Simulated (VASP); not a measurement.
# SrTiO3 (Tausonite) (Pm-3m) in VASP: notebook, part 2 of 2

VASP 6.6.1. The steps go on from the part before.

## 5. Relaxation of the atoms, PBE (a relaxed cell with its volume scaled by 0.96)

Contents of INCAR:

```
ALGO = Normal ; EDIFF = 1E-7
EDIFFG = -0.01 ; ENCUT = 300
GGA = PE ; IBRION = 2
ISIF = 2 ; ISMEAR = 0
LASPH = T ; LCHARG = F
LREAL = F ; LWAVE = F
NELM = 80 ; NSW = 40
PREC = Accurate ; SIGMA = 0.03
```

Contents of KPOINTS:

```
k-points
0
Gamma
  4 4 4
```

Contents of POSCAR:

```
SrTiO3                                  
1.0
    3.8790041200      0.0000000000     -0.0000000000
    0.0000000000      3.8790041200      0.0000000000
   -0.0000000000      0.0000000000      3.8790041200
  Sr              Ti              O             
     1     1     3
Direct
     0.5000000000000000    0.5000000000000000    0.5000000000000000
     0.0000000000000000    0.0000000000000000    0.0000000000000000
     0.5000000000000000    0.0000000000000000    0.0000000000000000
     0.0000000000000000    0.5000000000000000    0.0000000000000000
     0.0000000000000000    0.0000000000000000    0.5000000000000000
```

Potentials or basis: VASP PAW PBE potentials, release 64 (Sr_sv, Ti_sv, O_s).

Command:

```bash
$ cat potpaw_PBE.64/Sr_sv/POTCAR potpaw_PBE.64/Ti_sv/POTCAR potpaw_PBE.64/O_s/POTCAR > POTCAR
$ mpirun -np 1 vasp_std > vasp.out
```

OUTCAR:

```text
EDIFF = 1E-7
   EDIFFG = -0.01
   ENCUT = 300
   GGA = PE
   IBRION = 2
   ISIF = 2
   ISMEAR = 0
   LASPH = T
   LREAL = F
   NELM = 80
   NSW = 40
   PREC = Accurate

 ion  position               nearest neighbor table
   1  0.500  0.500  0.500-   3 2.74   4 2.74   5 2.74   3 2.74   4 2.74   3 2.74   5 2.74   3 2.74
                             4 2.74   5 2.74   4 2.74   5 2.74   2 3.36   2 3.36   2 3.36   2 3.36
   2  0.000  0.000  0.000-   3 1.94   4 1.94   5 1.94   5 1.94   4 1.94   3 1.94   1 3.36   1 3.36
                             1 3.36   1 3.36   1 3.36   1 3.36   1 3.36   1 3.36
   3  0.500  0.000  0.000-   2 1.94   2 1.94   1 2.74   1 2.74   1 2.74   1 2.74
   4  0.000  0.500  0.000-   2 1.94   2 1.94   1 2.74   1 2.74   1 2.74   1 2.74
   5  0.000  0.000  0.500-   2 1.94   2 1.94   1 2.74   1 2.74   1 2.74   1 2.74

[... 461 lines left out ...]
  in kB       78.5934237     78.5934237     78.5934237      0.0000000     -0.0000000     -0.0000000
  external PRESSURE =      78.5934237 kB  Pullay stress =       0.0000000 kB

 VOLUME and BASIS-vectors are now :
 -----------------------------------------------------------------------------
  energy-cutoff  :      300.00
  volume of cell :       58.37
      direct lattice vectors                 reciprocal lattice vectors
     3.879004120  0.000000000  0.000000000     0.257798128  0.000000000  0.000000000
     0.000000000  3.879004120  0.000000000     0.000000000  0.257798128  0.000000000
     0.000000000  0.000000000  3.879004120     0.000000000  0.000000000  0.257798128

 POSITION                                       TOTAL-FORCE (eV/Angst)
 -----------------------------------------------------------------------------------
      1.93950      1.93950      1.93950         0.000000      0.000000      0.000000
      0.00000      0.00000      0.00000         0.000000      0.000000      0.000000
      1.93950      0.00000      0.00000         0.000000      0.000000      0.000000
      0.00000      1.93950      0.00000         0.000000      0.000000      0.000000
      0.00000      0.00000      1.93950         0.000000      0.000000      0.000000
 -----------------------------------------------------------------------------------
    total drift:                                0.000000      0.000000     -0.000000

  FREE ENERGIE OF THE ION-ELECTRON SYSTEM (eV)
  ---------------------------------------------------
  free  energy   TOTEN  =       -39.9799893662 eV

  energy  without entropy=      -39.9799893662  energy(sigma->0) =      -39.97998937

 reached required accuracy - stopping structural energy minimisation
```

OSZICAR:

```text
N       E                     dE             d eps       ncg     rms          rms(c)
DAV:   1     0.317557749545E+03    0.31756E+03   -0.15642E+04   480   0.126E+03
DAV:   2    -0.326051688649E+02   -0.35016E+03   -0.34432E+03   568   0.420E+02
DAV:   3    -0.499225645544E+02   -0.17317E+02   -0.17306E+02   792   0.102E+02
DAV:   4    -0.502766660033E+02   -0.35410E+00   -0.35406E+00   656   0.116E+01
DAV:   5    -0.502818242670E+02   -0.51583E-02   -0.51582E-02   720   0.126E+00    0.296E+01
DAV:   6    -0.399968226316E+02    0.10285E+02   -0.65567E+01   672   0.808E+01    0.351E+01
DAV:   7    -0.400157254053E+02   -0.18903E-01   -0.66328E+00   544   0.208E+01    0.234E+01
DAV:   8    -0.402843291113E+02   -0.26860E+00   -0.24133E+00   624   0.181E+01    0.709E+00
DAV:   9    -0.399844229519E+02    0.29991E+00   -0.12318E+00   544   0.124E+01    0.173E+00
DAV:  10    -0.399878613068E+02   -0.34384E-02   -0.21004E-01   656   0.324E+00    0.129E+00
DAV:  11    -0.399800812513E+02    0.77801E-02   -0.39747E-02   624   0.221E+00    0.393E-01
DAV:  12    -0.399799255813E+02    0.15567E-03   -0.33844E-03   592   0.542E-01    0.107E-01
DAV:  13    -0.399800428313E+02   -0.11725E-03   -0.53596E-04   688   0.290E-01    0.807E-02
DAV:  14    -0.399799893883E+02    0.53443E-04   -0.28444E-04   584   0.239E-01    0.343E-02
DAV:  15    -0.399799889597E+02    0.42860E-06   -0.15952E-05   616   0.311E-02    0.217E-02
DAV:  16    -0.399799894530E+02   -0.49324E-06   -0.43961E-06   680   0.154E-02    0.712E-03
DAV:  17    -0.399799893662E+02    0.86728E-07   -0.44512E-07   488   0.506E-03
   1 F= -.39979989E+02 E0= -.39979989E+02  d E =-.399800E+02
```

Run time: 7.7 s. Hardware: 1 thread of Intel Xeon Platinum 8488C (Sapphire Rapids), shared host; peak memory 0.13 GiB.

What came out:

```
Free energy            : -39.9800 eV
Band gap on the k mesh : 1.87 eV, indirect (least direct gap 2.23 eV)
```

Final structure:
```
CELL_PARAMETERS angstrom
3.87900 0.00000 0.00000
0.00000 3.87900 0.00000
0.00000 0.00000 3.87900
ATOMIC_POSITIONS crystal
Sr 0.50000 0.50000 0.50000
Ti 0.00000 0.00000 0.00000
O 0.50000 0.00000 0.00000
O 0.00000 0.50000 0.00000
O 0.00000 0.00000 0.50000
```

Levels at points of the mesh, in eV from the valence-band top:
| k point | band 16 | band 17 | band 18 | band 19 | band 20 | band 21 | band 22 | band 23 | band 24 |
| --- | --- | --- | --- | --- | --- | --- | --- | --- | --- |
| (0.00, 0.00, 0.00) | -1.21 | -1.21 | -0.35 | -0.35 | -0.35 | 1.87 | 1.87 | 1.87 | 4.43 |
| (0.50, 0.00, 0.00) | -2.41 | -2.41 | -2.05 | -0.74 | -0.74 | 2.05 | 3.86 | 3.86 | 4.45 |
| (0.50, 0.50, 0.00) | -2.94 | -1.73 | -1.59 | -1.59 | -0.10 | 3.87 | 3.87 | 4.33 | 5.46 |
| (0.50, 0.50, 0.50) | -3.80 | -3.80 | 0.00 | 0.00 | 0.00 | 4.57 | 4.57 | 4.57 | 7.02 |

Caveat: the cutoff is under 1.25 times the usual one of these potentials, so pressure, stress and relaxed cells hold a basis-set (Pulay) error; the relaxation stopped at its first step, so nothing moved.
